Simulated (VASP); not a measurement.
Bulk modulus against bond length in zinc-blende III-V compounds

r2SCAN in VASP (plane waves, PAW). Static lattice, from a third-order Birch-Murnaghan fit over five volumes at each level. The bond length is the nearest-neighbour distance.

Here d stands for bond length and y for ln of B0 in GPa.

```
solid  bond length (Å)  ln of B0 in GPa  cut-off (eV)
-----  ---------------  ---------------  ------------
BN               1.565            5.966           520
AlN              1.892            5.359           520
GaN              1.952            5.271           520
BP               1.963            5.134           520
GaAs             2.455            4.286           520
InP              2.557            4.224           520
InAs             2.646                ?           520
```

Question: Using a straight line in ln d, estimate the missing y at d = 2.646 from the other rows, showing the fit.

Answer: With u = ln d - 0.71, the rows have u = -0.26211, -0.07237, -0.04115, -0.03553, 0.18813, 0.22883. Means: u 0.00096667, y 5.0400. About the means, the sum of products is -0.60722 and the sum of squares of u is 0.16465; the slope is their ratio. Least squares gives y = 5.0436 - 3.6881·u. Residuals (row less fit): -0.0443, 0.0485, 0.0756, -0.0406, -0.0638, 0.0243; standard error 0.0639 (degrees of freedom: 4). The slope is -3.69 with a standard error of 0.16. So B0 goes as d to the power -3.7 over these rows; such a law is empirical and holds within one kind of bonding. At the withheld row, u = 0.26305, so y = 5.0436 - 3.6881 × 0.26305 = 4.0734. The calculation gives 4.042, 0.0314 below the prediction (1.6 % of the range of y in the table). The row lies outside the fitted rows, so this is an extrapolation. From the scatter of the fitted rows alone, a prediction at this place has a standard error of 0.0804, so the miss is 0.4 times that.

The run's B0 for InAs is 57 GPa. AlN is here a metastable form; wurtzite is the usual one. GaN is here a metastable form; wurtzite is the usual one. The rows are a random draw from the solids of this series computed here; series whose standard error about the line passes 12 to 30 % of the range of y, or with no trend, aren't shown in this form.
